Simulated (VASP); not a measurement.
Method: PBE GGA, VASP's PBE PAW potentials (set 64) (plane waves; VASP).

VASP input:

File POSCAR:
```
Si
1
    0.0000000000     2.6784573321     2.6784573321
    2.6784573321     0.0000000000     2.6784573321
    2.6784573321     2.6784573321     0.0000000000
Si
2
Direct
  0.0000000000   0.0000000000   0.0000000000
  0.2500000000   0.2500000000   0.2500000000
```

File KPOINTS:
```
Automatic mesh
0
Gamma
8 8 8
0 0 0
```

### INCAR
```
ALGO = Normal
EDIFF = 1E-7
ENCUT = 520
GGA = PE
ISIF = 2
ISMEAR = 0
LASPH = .TRUE.
LCHARG = .FALSE.
LREAL = .FALSE.
LWAVE = .FALSE.
NELM = 100
PREC = Accurate
SIGMA = 0.05
SYSTEM = Si
```

POTCAR, in this order: Si (PBE.64 set). Program: vasp_std.

The resulting files:

**OSZICAR**
```
       N       E                     dE             d eps       ncg     rms          rms(c)
DAV:   1     0.784745692518E+01    0.78475E+01   -0.32767E+03   464   0.777E+02
DAV:   2    -0.107777902884E+02   -0.18625E+02   -0.17946E+02   696   0.851E+01
DAV:   3    -0.110053254660E+02   -0.22754E+00   -0.22754E+00   592   0.117E+01
DAV:   4    -0.110063606608E+02   -0.10352E-02   -0.10352E-02   736   0.924E-01
DAV:   5    -0.110063617893E+02   -0.11285E-05   -0.11285E-05   584   0.216E-02    0.515E+00
DAV:   6    -0.108625856149E+02    0.14378E+00   -0.97733E-02   584   0.164E+00    0.316E+00
DAV:   7    -0.107989849895E+02    0.63601E-01   -0.17838E-01   568   0.235E+00    0.235E-01
DAV:   8    -0.108000183133E+02   -0.10333E-02   -0.45164E-03   536   0.517E-01    0.766E-02
DAV:   9    -0.108001921382E+02   -0.17382E-03   -0.16544E-04   656   0.105E-01    0.588E-02
DAV:  10    -0.108002206430E+02   -0.28505E-04   -0.35180E-05   552   0.447E-02    0.123E-02
DAV:  11    -0.108002202231E+02    0.41985E-06   -0.56182E-07   728   0.548E-03    0.249E-03
DAV:  12    -0.108002204811E+02   -0.25796E-06   -0.52202E-07   552   0.589E-03    0.113E-03
DAV:  13    -0.108002204928E+02   -0.11762E-07   -0.20053E-09   384   0.400E-04
   1 F= -.10800220E+02 E0= -.10800220E+02  d E =-.139040E-10
```

File OUTCAR:
```
------------------------ aborting loop because EDIFF is reached ----------------------------------------
  FORCE on cell =-STRESS in cart. coord.  units (eV):
  Direction    XX          YY          ZZ          XY          YZ          ZX
  --------------------------------------------------------------------------------------
  Total        1.5109099      1.5109099      1.5109099     -0.0000000      0.0000000     -0.0000000
  in kB       62.9890369     62.9890369     62.9890369     -0.0000000      0.0000000     -0.0000000
  external PRESSURE =      62.9890369 kB  Pullay stress =       0.0000000 kB
  volume of cell :       38.43
      direct lattice vectors                 reciprocal lattice vectors
     0.000000000  2.678457332  2.678457332    -0.186674618  0.186674618  0.186674618
     2.678457332  0.000000000  2.678457332     0.186674618 -0.186674618  0.186674618
     2.678457332  2.678457332  0.000000000     0.186674618  0.186674618 -0.186674618
 POSITION                                       TOTAL-FORCE (eV/Angst)
 -----------------------------------------------------------------------------------
      0.00000      0.00000      0.00000         0.000000      0.000000      0.000000
      1.33923      1.33923      1.33923        -0.000000     -0.000000     -0.000000
 -----------------------------------------------------------------------------------
    total drift:                                0.000000      0.000000     -0.000000
  FREE ENERGIE OF THE ION-ELECTRON SYSTEM (eV)
  ---------------------------------------------------
  free  energy   TOTEN  =       -10.8002204928 eV

  energy  without entropy=      -10.8002204928  energy(sigma->0) =      -10.80022049
```
(Selected blocks of OUTCAR.)

The compound is Si in the diamond structure. This cell is one point of a volume scan, at 0.94 of the reference volume.
